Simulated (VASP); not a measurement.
These are revPBE GGA, VASP's PBE PAW potentials (set 64) (plane waves; VASP 6.6.1) values and carry that method's errors.

VASP input:

KPOINTS:
```
k-points along high-symmetry lines
15
Line-mode
Reciprocal
  0.000000   0.000000   0.000000 ! GAMMA
 -0.500000  -0.500000   0.000000 ! X

 -0.500000  -0.500000   0.000000 ! X
 -0.375000  -0.375000   0.250000 ! U

 -0.375000  -0.000000   0.375000 ! K
  0.000000   0.000000   0.000000 ! GAMMA

  0.000000   0.000000   0.000000 ! GAMMA
 -0.000000  -0.000000   0.500000 ! L

 -0.000000  -0.000000   0.500000 ! L
 -0.500000  -0.250000   0.250000 ! W

 -0.500000  -0.250000   0.250000 ! W
 -0.500000  -0.500000   0.000000 ! X
```

POSCAR:
```
CdSe
1
    0.0000000000     3.1342922583     3.1342922583
    3.1342922583     0.0000000000     3.1342922583
    3.1342922583     3.1342922583     0.0000000000
Cd Se
1 1
Direct
  0.0000000000   0.0000000000   0.0000000000
  0.2500000000   0.2500000000   0.2500000000
```

INCAR:
```
! general
SYSTEM   =  CdSe
PREC     =  Accurate
ENCUT    =  520   ! plane-wave cut-off (eV)
LREAL    =  .FALSE.   ! projection in real space or not
LASPH    =  .TRUE.
ICHARG   =  11

! electronic loop
EDIFF    =  1E-7
NELM     =  100   ! most electronic steps
ALGO     =  Normal
LMAXMIX  =  4   ! l cut-off of mixed one-centre charges

! smearing
ISMEAR   =  0   ! Gaussian
SIGMA    =  0.05   ! width (eV)

! functional
GGA      =  RE   ! revPBE

! output
LWAVE    =  .FALSE.
LCHARG   =  .FALSE.
LORBIT   =  11   ! lm-projected
```

POTCAR, in this order: Cd Se (PBE.64 set). Program: vasp_std. Read from the step before: CHGCAR.

Output of the run:

OSZICAR:
```
       N       E                     dE             d eps       ncg     rms          rms(c)
DAV:   1     0.108441513817E+03    0.10844E+03   -0.89610E+03  2380   0.123E+03
DAV:   2     0.448365619644E+00   -0.10799E+03   -0.10373E+03  2780   0.289E+02
DAV:   3    -0.417598279207E+01   -0.46243E+01   -0.45573E+01  2665   0.613E+01
DAV:   4    -0.420182884129E+01   -0.25846E-01   -0.25843E-01  2635   0.458E+00
DAV:   5    -0.420201288623E+01   -0.18404E-03   -0.18404E-03  2670   0.347E-01
DAV:   6    -0.420201522804E+01   -0.23418E-05   -0.23418E-05  2690   0.356E-02
DAV:   7    -0.420201526713E+01   -0.39090E-07   -0.39075E-07  2685   0.402E-03
   1 F= -.42020153E+01 E0= -.42020153E+01  d E =-.102653E-14
```

**OUTCAR**
```
 val. band max:        0.3589011962   @ k =   0.0000   0.0000   0.0000

 cond. band min:       0.9086422536   @ k =   0.0000   0.0000   0.0000



 k-point     1 :       0.0000    0.0000    0.0000
  band No.  band energies     occupation
      1     -11.7322      2.00000
      2      -7.3220      2.00000
      3      -7.3220      2.00000
      4      -7.3220      2.00000
      5      -7.0390      2.00000
      6      -7.0390      2.00000
      7       0.3589      2.00000
      8       0.3589      2.00000
      9       0.3589      2.00000
     10       0.9086      0.00000
     11       6.3365      0.00000
     12       6.3365      0.00000
     13       6.3365      0.00000

 k-point     2 :      -0.0357   -0.0357    0.0000
  band No.  band energies     occupation
      1     -11.7274      2.00000
      2      -7.3198      2.00000
      3      -7.3198      2.00000
      4      -7.3187      2.00000
      5      -7.0397      2.00000
      6      -7.0384      2.00000
      7       0.1322      2.00000
      8       0.3340      2.00000
      9       0.3340      2.00000
     10       1.1459      0.00000
     11       6.2686      0.00000
     12       6.3744      0.00000
     13       6.3744      0.00000

 k-point     3 :      -0.0714   -0.0714    0.0000
  band No.  band energies     occupation
      1     -11.7131      2.00000
      2      -7.3133      2.00000
      3      -7.3133      2.00000
      4      -7.3088      2.00000
      5      -7.0419      2.00000
      6      -7.0368      2.00000
      7      -0.2378      2.00000
      8       0.2618      2.00000
      9       0.2618      2.00000
     10       1.5463      0.00000
     11       6.0862      0.00000
     12       6.4856      0.00000
     13       6.4856      0.00000

 k-point     4 :      -0.1071   -0.1071    0.0000
  band No.  band energies     occupation
      1     -11.6900      2.00000
      2      -7.3027      2.00000
      3      -7.3027      2.00000
      4      -7.2922      2.00000
...
```

The density is held fixed in this step, so its total energy and stress have no physical meaning.

The compound is CdSe in the zinc blende structure, whereas wurtzite is the usual form. It was relaxed first, which changed the volume by +11 %.
